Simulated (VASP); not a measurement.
Given:

```
WSi2
1.0
   -1.62133     1.62133     3.94664
    1.62133    -1.62133     3.94664
    1.62133     1.62133    -3.94664
Si W
2 1
Direct
  0.66564   0.66564   0.00000
  0.33436   0.33436   0.00000
  0.00000   0.00000   0.00000
```

Level of theory: RPBE GGA, VASP's PBE PAW potentials (set 64) (plane waves; VASP). Numerical set-up: 520 eV cut-off, Gaussian smearing of 0.050 eV, potentials Si W_sv.

Question: Give the energies of bands 6 to 14 at the high-symmetry points, in eV from the Fermi level.

Answer: 
```
band      Γ      X      P      N       M      S      R
----  -----  -----  -----  -----  ------  -----  -----
6     -6.68  -6.84  -6.61  -9.77  -10.84  -9.25  -7.99
7     -3.74  -5.92  -6.45  -5.61   -3.69  -7.63  -5.81
8     -3.17  -5.49  -6.45  -4.79   -2.52  -2.96  -5.05
9     -2.78  -4.93  -3.01  -2.71   -0.86  -2.62  -4.05
10    -2.78  -3.14  -2.38  -2.67   -0.86  -2.41  -3.00
11     0.60  -1.76  -2.38  -0.41   -0.47  -0.30  -2.29
12     2.60   2.70   0.03   2.63   -0.47   1.78   1.91
13     2.96   2.89   2.89   2.73    0.77   2.48   2.10
14     3.00   3.03   3.50   3.90    4.43   3.46   2.94
```

It has no gap at this level: it comes out as a metal or semimetal.

The compound is WSi2 in the MoSi2 type structure. It was relaxed first.
